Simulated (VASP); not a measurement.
An input for Ansatz (written as the equivalent of a VASP run, and not itself run):

Ansatz 0.2 input:
```yaml
crystal:
  lattice:
    - [3.5532834, 0.0000000, 0.0000000]
    - [-1.7766417, 3.0772336, 0.0000000]
    - [0.0000000, 0.0000000, 6.4246042]
  atoms:
    - { symbol: Ba, position: [0.0000000, 0.0000000, 0.0000000] }
    - { symbol: Ba, position: [0.0000000, 0.0000000, 0.5000000] }
    - { symbol: O, position: [0.3333330, 0.6666670, 0.2500000] }
    - { symbol: O, position: [0.6666670, 0.3333330, 0.7500000] }
kpoints:
  mp_grid: { grid: [7, 7, 4] }
hamiltonian:
  xc: pbesol
  pseudopotentials: { kind: paw }
scf:
  occupations: { method: gaussian, width: 0.05 }
  max_iter: 100
relax:
  max_steps: 40
  f_tol: 0.02
  cell: { p_target: 30 }
output: { forces: true, stress: true, eigenvalues: true }
```

Task: Write the VASP files for the same calculation (PBEsol).

Result: One answer among several that fit: 
### KPOINTS
```
Automatic mesh
0
Gamma
7 7 4
0 0 0
```

POSCAR:
```
BaO
1
    3.5532834278     0.0000000000     0.0000000000
   -1.7766417141     3.0772336274     0.0000000000
    0.0000000000     0.0000000000     6.4246042006
Ba O
2 2
Direct
  0.0000000000   0.0000000000   0.0000000000
  0.0000000000   0.0000000000   0.5000000000
  0.3333330000   0.6666670000   0.2500000000
  0.6666670000   0.3333330000   0.7500000000
```

**INCAR**
```
NELM=100   ! most electronic steps
LASPH=.TRUE.
ISMEAR=0   ! Gaussian
LCHARG=.FALSE.
NSW=40   ! most ionic steps
EDIFF=1E-6   ! SCF stop (eV)
PREC=Accurate
GGA=PS   ! PBEsol
PSTRESS=300
IBRION=2   ! conjugate gradients
EDIFFG=-0.02
LWAVE=.FALSE.
LMAXMIX=4
ALGO=Normal   ! blocked Davidson
ENCUT=620   ! plane-wave cut-off (eV)
SYSTEM=BaO
LREAL=.FALSE.   ! projection in real space or not
SIGMA=0.05   ! width (eV)
ISIF=3
```

POTCAR, in this order: Ba_sv O (PBE.64 set). Program: vasp_std.

Limits of the translation: each code has its own PAW files, so the cut-off isn't converted (ENCUT is set for VASP's; basis.ecutwfc is left out, and Ansatz then takes the one that its files recommend); Ansatz stops its SCF on the density residual and VASP on the energy change (EDIFF).

The structure was generated: BaO was put into the NiAs type type (P6_3/mmc), which need not be its known phase. This run relaxes it under an external pressure of 30 GPa. Symmetry was kept, so distortions that lower it aren't found.
